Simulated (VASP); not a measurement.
# Gap of AlN, level by level, part 4 of 7

How does the gap of AlN depend on the functional? LASPH is on for some levels and off for others; the table marks which. The start is a cell from a database of measured crystal structures.

VASP 6.6.1, plane waves and PAW; the level of theory is named at each step.

So far, least gap on mesh and path (eV): step 2 (bands, level LDA) 4.23; step 4 (bands, level r2SCAN) 4.89; step 5 (bands, level TB-mBJ) 5.37; step 6 (bands, level TPSS) 4.22; step 7 (bands, level LAK) 5.38.

## 8. Starting orbitals for the hybrid

This step: PBE; plane waves and PAW (Al, N) (VASP 6.6.1).

A hybrid converges badly from random orbitals, so a cheap semilocal run writes a WAVECAR on the same mesh first.

INCAR reads:

```
SYSTEM = AlN
PREC = Accurate
ENCUT = 520
EDIFF = 1E-05
NELM = 100
ISMEAR = 0
SIGMA = 0.02
LREAL = .FALSE.
ALGO = Normal
GGA = PE
NBANDS = 14
LORBIT = 11
LWAVE = .TRUE.
LCHARG = .FALSE.
KPAR = 8
```

POSCAR reads:

```
AlN
1.0
    3.1100000000      0.0000000000      0.0000000000
   -1.5550000000      2.6933390058      0.0000000000
    0.0000000000      0.0000000000      4.9800000000
Al N
2 2
Direct
    0.6666666667      0.3333333333      0.0000000000
    0.3333333333      0.6666666667      0.5000000000
    0.6666666667      0.3333333333      0.3820000000
    0.3333333333      0.6666666667      0.8820000000
```

KPOINTS reads:

```
Automatic mesh
0
Gamma
5 5 3
0 0 0
```

PAW data sets: Al and N (PBE family, release 64).

On the command line:

```console
$ mpirun -np 8 vasp_std
```

Numbers of over 12 decimals in the logs are rounded to 6 here.

What it wrote:

```text
[... set-up lines as in an earlier step ...]
 entering main loop
       N       E                     dE             d eps       ncg     rms          rms(c)
DAV:   1     0.451180275941E+02    0.45118E+02   -0.74724E+03   280   0.102E+03
DAV:   2    -0.311097597695E+02   -0.76228E+02   -0.70882E+02   386   0.205E+02
DAV:   3    -0.344991810830E+02   -0.33894E+01   -0.33800E+01   382   0.452E+01
DAV:   4    -0.345220207094E+02   -0.22840E-01   -0.22838E-01   316   0.418E+00
DAV:   5    -0.345223245325E+02   -0.30382E-03   -0.30382E-03   364   0.497E-01    0.122E+01
DAV:   6    -0.297533333131E+02    0.47690E+01   -0.13229E+01   340   0.271E+01    0.422E+00
DAV:   7    -0.297738507015E+02   -0.20517E-01   -0.68809E-01   304   0.622E+00    0.294E+00
DAV:   8    -0.297669570783E+02    0.68936E-02   -0.66444E-02   310   0.254E+00    0.531E-01
DAV:   9    -0.297620451377E+02    0.49119E-02   -0.16055E-02   382   0.933E-01    0.243E-01
DAV:  10    -0.297626515694E+02   -0.60643E-03   -0.22629E-03   322   0.328E-01    0.126E-01
DAV:  11    -0.297625754050E+02    0.76164E-04   -0.19572E-04   364   0.109E-01    0.322E-02
DAV:  12    -0.297625780040E+02   -0.25990E-05   -0.10421E-05   264   0.301E-02
   1 F= -.29762578E+02 E0= -.29762578E+02  d E =-.615443E-23
 writing wavefunctions
```

The job ended after 4 s (8 MPI ranks of AMD EPYC 7R43, shared host; peak memory 1 GiB).

From OUTCAR (step 8):

```text
   k-points           NKPTS =     10   k-points in BZ     NKDIM =     10   number of bands    NBANDS=     14

   NELECT =      16.0000    total number of electrons

 E-fermi :   6.3104

 k-point     1 :       0.0000    0.0000    0.0000
  band No.  band energies     occupation
    ...
      4       5.3035      2.00000
      5       5.3035      2.00000
      6       5.9544      2.00000
      7       5.9544      2.00000
      8       6.1768      2.00000
      9      10.3886      0.00000
     10      12.8404      0.00000
     11      16.7978      0.00000
     12      17.3264      0.00000
     13      17.3264      0.00000
    ...

  Total        0.9994557      0.9994557      0.9605823      0.0000000      0.0000000      0.0000000
  in kB       38.3878132     38.3878132     36.8947344      0.0000000      0.0000000      0.0000000
  external PRESSURE =      37.8901203 kB  Pullay stress =       0.0000000 kB

 POSITION                                       TOTAL-FORCE (eV/Angst)
 -----------------------------------------------------------------------------------
      1.55500      0.89778      0.00000        -0.000000     -0.000000      0.005473
     -0.00000      1.79556      2.49000         0.000000     -0.000000      0.005473
      1.55500      0.89778      1.90236         0.000000      0.000000     -0.005473
     -0.00000      1.79556      4.39236        -0.000000     -0.000000     -0.005473
 -----------------------------------------------------------------------------------
    total drift:                                0.000000      0.000000      0.000631

  FREE ENERGIE OF THE ION-ELECTRON SYSTEM (eV)
  ---------------------------------------------------
  free  energy   TOTEN  =       -29.7625780040 eV

  energy  without entropy=      -29.7625780040  energy(sigma->0) =      -29.76257800

[... 8 parts as in an earlier step ...]

[... 8 further parts left out ...]
```

The gap is read on the k-mesh alone, so it is an upper bound where the band edges lie off the mesh. At this level the cell is under a pressure of 3.8 GPa, so at these settings it is away from equilibrium.

A gap read on the k-mesh alone can miss the band edges.

Numbers from this step:

```
SCF cycles                     : 12
bands                          : 14
free energy (TOTEN)            : -29.76 eV
Fermi energy                   : 6.310 eV
pressure                       : 3.789 GPa
gap on the k-mesh              : 4.212 eV
least direct gap on the k-mesh : 4.212 eV
```

## 9. Bands with HSE06

This step: HSE06; plane waves and PAW (Al, N) (VASP 6.6.1).

HSE06 mixes in a quarter of exact exchange at short range, at far higher cost; in semiconductors this cures much of the gap error, while metals seldom gain.

INCAR reads:

```
SYSTEM = AlN
PREC = Accurate
ENCUT = 520
EDIFF = 1E-06
NELM = 100
ISMEAR = 0
SIGMA = 0.02
LREAL = .FALSE.
ALGO = Normal
LHFCALC = .TRUE.
AEXX = 0.25
GGA = PE
HFSCREEN = 0.2
LASPH = .TRUE.
NBANDS = 14
PRECFOCK = Fast
LORBIT = 11
LWAVE = .FALSE.
LCHARG = .FALSE.
KPAR = 8
```

POSCAR is that of step 8.

KPOINTS is that of step 8.

KPOINTS_OPT reads:

```
Line mode
6
Line-mode
Reciprocal
  0.00000000   0.00000000   0.00000000 GAMMA
  0.50000000   0.00000000   0.00000000 M

  0.50000000   0.00000000   0.00000000 M
  0.33333333   0.33333333   0.00000000 K

  0.33333333   0.33333333   0.00000000 K
  0.00000000   0.00000000   0.00000000 GAMMA

  0.00000000   0.00000000   0.00000000 GAMMA
  0.00000000   0.00000000   0.50000000 A

  0.00000000   0.00000000   0.50000000 A
  0.50000000   0.00000000   0.50000000 L

  0.50000000   0.00000000   0.50000000 L
  0.33333333   0.33333333   0.50000000 H

  0.33333333   0.33333333   0.50000000 H
  0.00000000   0.00000000   0.50000000 A

  0.50000000   0.00000000   0.50000000 L
  0.50000000   0.00000000   0.00000000 M

  0.33333333   0.33333333   0.00000000 K
  0.33333333   0.33333333   0.50000000 H
```

The WAVECAR or CHGCAR of an earlier step is read.

On the command line:

```console
$ mpirun -np 8 vasp_std
```

What it wrote:

```text
[banner, memory and clock lines left out]
running    8 mpi-ranks, on    1 nodes
[...]
[... a notice as in an earlier step ...]

 LDA part: xc-table for (Slater+PW92), standard interpolation
 found WAVECAR, reading the header
 POSCAR, INCAR and KPOINTS ok, starting setup
[...]
reading WAVECAR
 the WAVECAR file was read successfully
 initial charge from wavefunction
 entering main loop
       N       E                     dE             d eps       ncg     rms          rms(c)
DAV:   1    -0.349509126599E+02   -0.34951E+02   -0.92191E-01   414   0.674E+00    0.126E+01
DAV:   2    -0.349566331298E+02   -0.57205E-02   -0.11701E-02   352   0.874E-01    0.821E+00
DAV:   3    -0.349555214634E+02    0.11117E-02   -0.29635E-04   346   0.168E-01    0.490E+00
DAV:   4    -0.349551081877E+02    0.41328E-03   -0.11092E-04   358   0.809E-02    0.289E+00
[...]
DAV:   8    -0.349549146859E+02    0.48417E-05   -0.11410E-06   260   0.103E-02    0.326E-01
DAV:   9    -0.349549135346E+02    0.11513E-05   -0.62887E-07   242   0.756E-03    0.186E-01
DAV:  10    -0.349549132056E+02    0.32897E-06   -0.24512E-07   236   0.437E-03
   1 F= -.34954913E+02 E0= -.34954913E+02  d E =-.683150E-24
 Start KPOINTS_OPT (optional k-point list driver)
k-point batch [1-10\54]
       N       E                     dE             ncg
DAV:   1     0.742989065268E+03   -0.38083E+04      280
DAV:   2    -0.775406707730E+01   -0.75074E+03      356
DAV:   3    -0.739310284989E+02   -0.66177E+02      364
DAV:   4    -0.749989914463E+02   -0.10680E+01      370
DAV:   5    -0.750108618073E+02   -0.11870E-01      396
DAV:   6    -0.750110767708E+02   -0.21496E-03      370
DAV:   7    -0.750110814674E+02   -0.46966E-05      308
DAV:   8    -0.750110816130E+02   -0.14563E-06      266
[...]
k-point batch [51-54\54]
       N       E                     dE             ncg
DAV:   1     0.418901902046E+04   -0.25714E+04      112
DAV:   2     0.394676537765E+04   -0.24225E+03      144
DAV:   3     0.392693436100E+04   -0.19831E+02      148
DAV:   4     0.392658406485E+04   -0.35030E+00      160
DAV:   5     0.392658013664E+04   -0.39282E-02      154
DAV:   6     0.392658006736E+04   -0.69275E-04      150
DAV:   7     0.392658006567E+04   -0.16940E-05      128
DAV:   8     0.392658006562E+04   -0.51694E-07      104
```

Run time: 3.4 min. Hardware: 8 MPI ranks; peak memory 1.9 GiB.

Parts of OUTCAR (step 9):

```text
 POSITION                                       TOTAL-FORCE (eV/Angst)
 -----------------------------------------------------------------------------------
      1.55500      0.89778      0.00000        -0.000000     -0.000000      0.009149
     -0.00000      1.79556      2.49000         0.000000     -0.000000      0.009149
      1.55500      0.89778      1.90236        -0.000000      0.000000     -0.009149
     -0.00000      1.79556      4.39236         0.000000     -0.000000     -0.009149
 -----------------------------------------------------------------------------------
    total drift:                                0.000000      0.000000      0.000207

  FREE ENERGIE OF THE ION-ELECTRON SYSTEM (eV)
  ---------------------------------------------------
  free  energy   TOTEN  =       -34.9549132056 eV

  energy  without entropy=      -34.9549132056  energy(sigma->0) =      -34.95491321

[... 1 part as in an earlier step ...]

[... 2 further parts left out ...]
[key lines of the parts left out:]
E-fermi :   5.3899
```

Electronic bands along the path, in eV, zero at the valence-band top; v1 is the highest filled band, c1 the lowest empty one:

```csv
point,v4,v3,v2,v1,c1,c2,c3,c4
Γ,-0.97,-0.24,-0.24,0.00,5.58,8.15,12.50,12.79
0.60 of the way,-3.26,-1.93,-0.74,-0.57,7.74,8.54,9.49,12.06
M,-3.65,-2.31,-1.90,-0.78,7.19,7.19,9.74,12.10
0.40 of the way,-3.47,-2.99,-1.97,-1.40,6.99,8.18,10.24,11.93
K,-4.12,-2.70,-2.60,-2.60,6.36,9.98,11.38,11.38
0.40 of the way,-4.14,-2.33,-1.37,-0.98,8.12,8.86,10.09,11.20
Γ,-0.97,-0.24,-0.24,0.00,5.58,8.15,12.50,12.79
0.60 of the way,-0.83,-0.83,-0.40,-0.40,6.90,8.30,11.98,12.77
A,-0.62,-0.62,-0.62,-0.62,7.97,7.97,12.02,12.02
0.40 of the way,-1.62,-1.62,-1.00,-1.00,8.32,8.32,10.99,10.99
L,-1.63,-1.63,-1.49,-1.49,6.67,6.67,10.81,10.81
0.60 of the way,-3.33,-3.33,-0.98,-0.98,7.87,7.87,10.52,10.52
H,-4.19,-4.19,-0.89,-0.89,8.93,8.93,9.33,9.33
0.40 of the way,-2.44,-2.44,-1.28,-1.28,8.03,8.03,11.13,11.13
A,-0.62,-0.62,-0.62,-0.62,7.97,7.97,12.02,12.02
jump to L,-1.63,-1.63,-1.49,-1.49,6.67,6.67,10.81,10.81
0.60 of the way,-3.06,-2.19,-1.45,-0.96,6.56,7.28,10.76,11.25
M,-3.65,-2.31,-1.90,-0.78,7.19,7.19,9.74,12.10
jump to K,-4.12,-2.70,-2.60,-2.60,6.36,9.98,11.38,11.38
0.40 of the way,-4.67,-3.04,-1.87,-1.87,6.96,9.88,10.55,10.55
H,-4.19,-4.19,-0.89,-0.89,8.93,8.93,9.33,9.33
```

Of the projections kept (Al, N), the largest for each band there; the rest of the weight can lie on other orbitals:

```csv
point,v4,v3,v2,v1,c1,c2,c3,c4
Γ,N 0.89,N 0.97,N 0.97,N 0.97,N 0.72,Al 0.69,N 0.92,Al 0.98
M,N 0.72,N 0.80,N 0.81,N 0.89,N 0.67,Al 0.80,Al 0.52,N 0.91
K,N 0.64,N 0.84,N 0.77,N 0.77,Al 0.93,N 0.99,N 0.84,N 0.84
Γ,N 0.89,N 0.97,N 0.97,N 0.97,N 0.72,Al 0.69,N 0.92,Al 0.98
A,N 0.93,N 0.93,N 0.93,N 0.93,N 0.67,N 0.67,Al 0.60,Al 0.60
L,N 0.84,N 0.84,N 0.86,N 0.86,Al 0.59,Al 0.59,Al 0.88,Al 0.88
```

The electronic bands as a text plot (rows in eV, shown from -6.5 to 9.3 only):

```
    9.0 | +        +    ++  ++                 +
    8.3 |+   ++   +     ++    ++++  +++       + ++++++++        +
    7.7 |    +++ +        ++      ++   +     +          +      +
    7.0 |  ++   ++++  ++         +      ++ ++            ++++ +
    6.4 | +         ++      ++  +         +              ++  +
    5.7 |+                    ++
    5.0 |
    4.4 |
    3.7 |
    3.1 |
    2.4 |
    1.7 |
    1.1 |
    0.4 |
   -0.2 |******           ********
   -0.9 |**  *****      ***************     ******  *********   *
   -1.6 | ***  *  *   ********   *   *******      ****   * *  **
   -2.2 |  ********** ****                 *      **     *****
   -2.9 |  **     * **    **                *                **
   -3.5 |    ** ****  **          ***        *  **    ***  **  **
   -4.2 |    *** *********           **       **    **       *
   -4.9 |    ** *     ****             *          **       ******
   -5.5 |      *  ****    **     *      **   *****       **
   -6.2 |****   **          *****         ***            ****
         Γ      M    K        Γ   A       L    H       A|L M|K  H
```

The gap is 5.58 eV, direct at Γ. Against LDA that is +1.35 eV; this run took 11 times the core time, on fewer points of the path.

(Continued in part 5 of 7.)

[Lines on the potential files, build, host, timing and source positions are cut from VASP's logs without a mark.]

[Logs are printed without paths, hosts, clocks, repeated set-up lines and the standing remarks that a program may print on its own settings, such as how far it seeks lower states.]

[Hosts, paths, dates, database ids (printed as entryN), source tags and the programs' standing remarks are cut or masked in the printed files.]

[A measured line is paired with the nearest computed mode of its activity, which favours agreement.]
